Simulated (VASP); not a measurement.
All values below come from PBE GGA, VASP's PBE PAW potentials (set 64) (plane waves; VASP).

A VASP calculation is set up with these files.

KPOINTS:
```
K-points
0
G
10 10 10
```

**INCAR**
```
SYSTEM = AuZn
PREC = Accurate; ENCUT = 400; LREAL = F
LASPH = T
EDIFF = 1E-6; NELM = 100; ALGO = Normal
LMAXMIX = 6
ISMEAR = 1; SIGMA = 0.1
GGA = PE
ISIF = 2
LWAVE = F; LCHARG = F
```

### POSCAR
```
AuZn
1
    3.2130000000     0.0000000000     0.0000000000
    0.0000000000     3.2130000000     0.0000000000
    0.0000000000     0.0000000000     3.2130000000
Zn Au
1 1
Direct
  0.5000000000   0.5000000000   0.5000000000
  0.0000000000   0.0000000000   0.0000000000
```

POTCAR, in this order: Zn Au (PBE.64 set). Program: vasp_std.

Output of the run:

**OUTCAR**
```
 ion  position               nearest neighbor table
   1  0.500  0.500  0.500-   2 2.78   2 2.78   2 2.78   2 2.78   2 2.78   2 2.78   2 2.78   2 2.78
  LATTYP: Found a simple cubic cell.
 ALAT       =     3.2130000000
 Subroutine PRICEL returns:
 Original cell was already a primitive cell.
 Subroutine GETGRP returns: Found 48 space group operations
The static configuration has the point symmetry O_h .
The dynamic configuration has the point symmetry O_h .
 Subroutine INISYM returns: Found 48 space group operations
 Subroutine IBZKPT returns following result:
 Found     56 irreducible k-points:

 Following reciprocal coordinates:
            Coordinates               Weight
  0.000000  0.000000  0.000000      1.000000
  0.100000  0.000000  0.000000      6.000000
  0.200000  0.000000  0.000000      6.000000
  0.300000  0.000000  0.000000      6.000000
  0.400000  0.000000  0.000000      6.000000
  0.500000  0.000000  0.000000      3.000000
  0.100000  0.100000  0.000000     12.000000
  0.200000  0.100000  0.000000     24.000000
  0.300000  0.100000  0.000000     24.000000
  0.400000  0.100000  0.000000     24.000000
  0.500000  0.100000  0.000000     12.000000
  0.200000  0.200000  0.000000     12.000000
  0.300000  0.200000  0.000000     24.000000
  0.400000  0.200000  0.000000     24.000000
  0.500000  0.200000  0.000000     12.000000
  0.300000  0.300000  0.000000     12.000000
  0.400000  0.300000  0.000000     24.000000
  0.500000  0.300000  0.000000     12.000000
  0.400000  0.400000  0.000000     12.000000
  0.500000  0.400000  0.000000     12.000000
  0.500000  0.500000  0.000000      3.000000
  0.100000  0.100000  0.100000      8.000000
  0.200000  0.100000  0.100000     24.000000
  0.300000  0.100000  0.100000     24.000000
  0.400000  0.100000  0.100000     24.000000
...
```

### OSZICAR
```
       N       E                     dE             d eps       ncg     rms          rms(c)
DAV:   1     0.110080751553E+03    0.11008E+03   -0.10041E+04  1736   0.163E+03
DAV:   2    -0.191507406415E+01   -0.11200E+03   -0.10875E+03  1813   0.303E+02
DAV:   3    -0.515590122885E+01   -0.32408E+01   -0.32309E+01  2051   0.619E+01
DAV:   4    -0.517408287353E+01   -0.18182E-01   -0.18181E-01  1967   0.413E+00
DAV:   5    -0.517430588141E+01   -0.22301E-03   -0.22301E-03  2044   0.452E-01    0.723E+00
DAV:   6    -0.477266883196E+01    0.40164E+00   -0.14604E+00  1708   0.143E+01    0.475E+00
DAV:   7    -0.474970395520E+01    0.22965E-01   -0.30321E-02  2262   0.381E+00    0.261E+00
DAV:   8    -0.474145313909E+01    0.82508E-02   -0.10903E-02  1964   0.124E+00    0.160E-01
DAV:   9    -0.474149179390E+01   -0.38655E-04   -0.43490E-04  1855   0.231E-01    0.825E-02
DAV:  10    -0.474150216191E+01   -0.10368E-04   -0.51459E-05  2079   0.122E-01    0.174E-02
DAV:  11    -0.474150218431E+01   -0.22403E-07   -0.12919E-05  1883   0.855E-02    0.437E-03
DAV:  12    -0.474150211375E+01    0.70560E-07   -0.24048E-07   994   0.109E-02
   1 F= -.47415021E+01 E0= -.47413284E+01  d E =-.521024E-03
```

### OUTCAR
```
------------------------ aborting loop because EDIFF is reached ----------------------------------------
  FORCE on cell =-STRESS in cart. coord.  units (eV):
  Direction    XX          YY          ZZ          XY          YZ          ZX
  --------------------------------------------------------------------------------------
  Total       -0.6498013     -0.6498013     -0.6498013      0.0000000     -0.0000000     -0.0000000
  in kB      -31.3876637    -31.3876637    -31.3876637      0.0000000     -0.0000000     -0.0000000
  external PRESSURE =     -31.3876637 kB  Pullay stress =       0.0000000 kB
  volume of cell :       33.17
      direct lattice vectors                 reciprocal lattice vectors
     3.213000000  0.000000000  0.000000000     0.311235605  0.000000000  0.000000000
     0.000000000  3.213000000  0.000000000     0.000000000  0.311235605  0.000000000
     0.000000000  0.000000000  3.213000000     0.000000000  0.000000000  0.311235605
 POSITION                                       TOTAL-FORCE (eV/Angst)
 -----------------------------------------------------------------------------------
      1.60650      1.60650      1.60650         0.000000      0.000000      0.000000
      0.00000      0.00000      0.00000         0.000000      0.000000      0.000000
 -----------------------------------------------------------------------------------
    total drift:                                0.000000      0.000000     -0.000000
  FREE ENERGIE OF THE ION-ELECTRON SYSTEM (eV)
  ---------------------------------------------------
  free  energy   TOTEN  =        -4.7415021137 eV

  energy  without entropy=       -4.7409810900  energy(sigma->0) =       -4.74132844
```
(Selected blocks of OUTCAR.)

OUTCAR:
```
 val. band max:        6.3364664283   @ k =   0.3000   0.1000   0.1000

 cond. band min:       6.4163726463   @ k =   0.4000   0.3000   0.2000


 Fermi energy:         6.3441567892

 k-point     1 :       0.0000    0.0000    0.0000
  band No.  band energies     occupation
      1      -3.7002      2.00000
      2      -1.4946      2.00000
      3      -1.4946      2.00000
      4      -0.9367      2.00000
      5      -0.9367      2.00000
      6      -0.9367      2.00000
      7       1.1490      2.00000
      8       1.1490      2.00000
      9       2.7031      2.00000
     10       2.7031      2.00000
     11       2.7031      2.00000
     12      11.2579      0.00000
     13      11.2579      0.00000
     14      11.2579      0.00000
     15      14.4359      0.00000

 k-point     2 :       0.1000    0.0000    0.0000
  band No.  band energies     occupation
      1      -3.5315      2.00000
      2      -1.4639      2.00000
      3      -1.4511      2.00000
      4      -0.9391      2.00000
      5      -0.9391      2.00000
      6      -0.9248      2.00000
      7       1.1287      2.00000
      8       1.1965      2.00000
      9       2.5889      2.00000
     10       2.5889      2.00000
     11       2.6920      2.00000
     12       9.9507      0.00000
     13      11.5636      0.00000
     14      11.5636      0.00000
     15      15.2104      0.00000

 k-point     3 :       0.2000    0.0000    0.0000
  band No.  band energies     occupation
      1      -3.0397      2.00000
      2      -1.3803      2.00000
      3      -1.3386      2.00000
      4      -0.9446      2.00000
      5      -0.9446      2.00000
      6      -0.8934      2.00000
      7       1.0725      2.00000
      8       1.3183      2.00000
      9       2.3095      2.00000
     10       2.3095      2.00000
     11       2.6625      2.00000
     12       7.8364     -0.00000
     13      12.4172      0.00000
     14      12.4172      0.00000
     15      15.8610      0.00000
...
```

Unless said otherwise, spin-orbit coupling is left out, though it shifts the bands of the heavy elements here.

The compound is AuZn in the CsCl type structure. The cell was not relaxed at this level. The electron count is odd and the run is not spin-polarised, which forces a metal.
